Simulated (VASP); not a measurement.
Calculation: LDA (Ceperley-Alder, Perdew-Zunger), VASP's LDA PAW potentials (set 64) (plane waves; VASP 6.6.1). Each cell was relaxed at this level.

### Question
Which of these has an unstable (imaginary) mode at Γ?
A) BeCl2, Ibam (72)
B) TlCl, Pm-3m (221)
C) BaGaSnH, P3m1 (156)
D) BaSrO2, P4/mmm (123)

### Answer
D, BaSrO2, P4/mmm (123). Its optical Γ-point modes are 100i, 22 (×2), 104 (×2), 170, 238 (×2), 300 cm⁻¹.
